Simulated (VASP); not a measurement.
```yaml
crystal:
  lattice:
    - [1.57375, -2.72581, 0.00000]
    - [1.57375, 2.72581, 0.00000]
    - [0.00000, 0.00000, 12.64120]
  atoms:
    - { symbol: W, position: [0.33333, 0.66667, 0.25000] }
    - { symbol: W, position: [0.66667, 0.33333, 0.75000] }
    - { symbol: S, position: [0.33333, 0.66667, 0.87401] }
    - { symbol: S, position: [0.66667, 0.33333, 0.37401] }
    - { symbol: S, position: [0.66667, 0.33333, 0.12599] }
    - { symbol: S, position: [0.33333, 0.66667, 0.62599] }
```

Computed with PBEsol GGA, VASP's PBE PAW potentials (set 64) (plane waves; VASP 6.6.1). Run with 520 eV cut-off, 9×9×2 Γ-centred mesh, tetrahedra with Blöchl corrections, potentials W_sv S.

The cores are frozen, which limits the accuracy of field gradients. Without a dispersion term in the relaxation, distances and binding between the weakly bound layers, chains or molecules are unreliable, and so is what depends on them.

Give the principal components of the electric field gradient (V/Å²) and the asymmetry η at each nucleus.

```json
[
 {"atom": "W1", "Vxx": "77.4", "Vyy": "77.4", "Vzz": "-154.8", "η": "0.00"},
 {"atom": "W2", "Vxx": "77.4", "Vyy": "77.4", "Vzz": "-154.8", "η": "0.00"},
 {"atom": "S3", "Vxx": "22.7", "Vyy": "22.7", "Vzz": "-45.4", "η": "0.00"},
 {"atom": "S4", "Vxx": "22.7", "Vyy": "22.7", "Vzz": "-45.4", "η": "0.00"},
 {"atom": "S5", "Vxx": "22.7", "Vyy": "22.7", "Vzz": "-45.4", "η": "0.00"},
 {"atom": "S6", "Vxx": "22.7", "Vyy": "22.7", "Vzz": "-45.4", "η": "0.00"}
]
```

The compound is WS2 in the 2H layered structure. It was relaxed first.
